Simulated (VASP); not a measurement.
Input:

```
CdHg2
1.0
    0.00000     2.85248     8.24118
    1.44352     0.00000     8.24118
    1.44352     2.85248     0.00000
Cd Hg
1 2
Direct
  0.00000   0.00000   0.00000
  0.33429   0.33429   0.66571
  0.66571   0.66571   0.33429
```

Computed with PBEsol GGA, VASP's PBE PAW potentials (set 64) (plane waves; VASP). Run with 400 eV cut-off, Gaussian smearing of 0.050 eV, potentials Cd Hg.

### Question
Give the energies of bands 10 to 21 at the high-symmetry points, in eV from the Fermi level.

### Answer

| band | Γ | Y | T | Z | Σ0 | C0 | L |
|---|---|---|---|---|---|---|---|
| 10 | -7.60 | -7.00 | -7.21 | -7.64 | -7.12 | -7.17 | -6.75 |
| 11 | -6.85 | -6.68 | -6.75 | -7.58 | -7.08 | -6.96 | -6.71 |
| 12 | -6.76 | -6.39 | -6.30 | -6.85 | -7.04 | -6.85 | -6.57 |
| 13 | -6.68 | -6.23 | -6.16 | -6.76 | -6.79 | -6.77 | -6.32 |
| 14 | -6.55 | -5.98 | -5.98 | -6.66 | -6.56 | -6.47 | -5.86 |
| 15 | -6.39 | -5.93 | -5.93 | -6.61 | -6.38 | -6.27 | -5.83 |
| 16 | -6.12 | -3.03 | -2.82 | -6.41 | -1.89 | -1.81 | -1.67 |
| 17 | -6.09 | -2.66 | -2.68 | -6.07 | -1.50 | 0.08 | -1.58 |
| 18 | -5.79 | -1.76 | -1.75 | -2.48 | 0.72 | 0.82 | -1.12 |
| 19 | 2.25 | -1.20 | -1.73 | -2.39 | 1.15 | 1.08 | 0.21 |
| 20 | 2.26 | 0.13 | 1.22 | 7.57 | 1.75 | 1.81 | 1.83 |
| 21 | 10.49 | 0.30 | 1.52 | 7.89 | 3.53 | 1.89 | 2.36 |

It has no gap at this level: it comes out as a metal or semimetal.

The structure comes from a computed database's CdHg2 entry (Fmmm); how it stands against other phases isn't given here. It was relaxed first, which changed the volume by -18 %.
